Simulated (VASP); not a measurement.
Given:

```
Eu
1.0
   -2.14602     2.14602     2.14602
    2.14602    -2.14602     2.14602
    2.14602     2.14602    -2.14602
Eu
1
Direct
  0.00000   0.00000   0.00000
```

These are vdW-DF-cx, VASP's PBE PAW potentials (set 64) (plane waves; VASP 6.6.1) values and carry that method's errors. Run with 520 eV cut-off, 13×13×13 Γ-centred mesh, tetrahedra with Blöchl corrections, potentials Eu_2.

The 4f electrons are frozen in the core of the lanthanide potential, so 4f levels, which can set the real gap, and their magnetism are missing.

Question: Predict the energy per atom (σ→0), band gap (on the k-mesh) with the smallest direct gap where there is one.

Answer: 
band gap (on the k-mesh): none (metal, semimetal or under 0.01 eV)
energy per atom (σ→0): 0.476 eV/atom

Total energies compare only between runs with the same potentials, cut-off and functional.

The compound is Eu in the bcc structure. It was relaxed first, which changed the volume by -18 %.
